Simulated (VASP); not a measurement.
Consider the following.

```
CELL_PARAMETERS angstrom
      3.36166     0.00000     0.00000
     -1.68083     2.91128     0.00000
      0.00000     0.00000    28.36241
ATOMIC_POSITIONS crystal
  Te 0.00000 0.00000 0.70469
  Te 0.00000 0.00000 0.29531
  Te 0.00000 0.00000 0.16422
  Te 0.00000 0.00000 0.83578
  Mo 0.66667 0.33333 0.77014
  Mo 0.66667 0.33333 0.22986
  Mo 0.00000 0.00000 0.00000
  S  0.66667 0.33333 0.05261
  S  0.66667 0.33333 0.94739
```

These are PBEsol GGA, VASP's PBE PAW potentials (set 64) (plane waves; VASP) values and carry that method's errors. Settings: 400 eV cut-off, 9×9×1 Γ-centred mesh, Gaussian smearing of 0.050 eV, potentials Te Mo_sv S.

The cell holds a wide vacuum, so values per volume refer to the whole cell.  The cores are frozen, which limits the accuracy of field gradients.

Question: Give the principal components of the electric field gradient (V/Å²) and the asymmetry η at each nucleus.

Answer: 
```
atom    Vxx    Vyy     Vzz     η
----  -----  -----  ------  ----
Te1   100.2  100.2  -200.3  0.00
Te2   100.2  100.2  -200.3  0.00
Te3    91.8   91.8  -183.6  0.00
Te4    91.8   91.8  -183.6  0.00
Mo5    21.5   21.5   -43.0  0.00
Mo6    21.5   21.5   -43.0  0.00
Mo7    49.8   49.8   -99.6  0.00
S8     28.9   28.9   -57.7  0.00
S9     28.9   28.9   -57.7  0.00
```

The cell is a sheet with vacuum, built from a database entry that may be metastable or hypothetical.
